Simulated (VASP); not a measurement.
Data:

```
ZrSe2
1.0
    1.96297    -3.39997     0.00000
    1.96297     3.39997     0.00000
    0.00000     0.00000     6.42592
Zr Se
1 2
Direct
  0.00000   0.00000   0.00000
  0.33333   0.66667   0.24671
  0.66667   0.33333   0.75329
```

All values below come from vdW-DF2, VASP's PBE PAW potentials (set 64) (plane waves; VASP). Numerical set-up: 520 eV cut-off, 6×6×3 Γ-centred mesh, Gaussian smearing of 0.050 eV, potentials Zr_sv Se.

Predict the energy per atom (σ→0).

energy per atom (σ→0): -4.190 eV/atom

The compound is ZrSe2 in the 1T layered structure. It was relaxed first, which changed the volume by +13 %. The start is the result of an earlier pass.
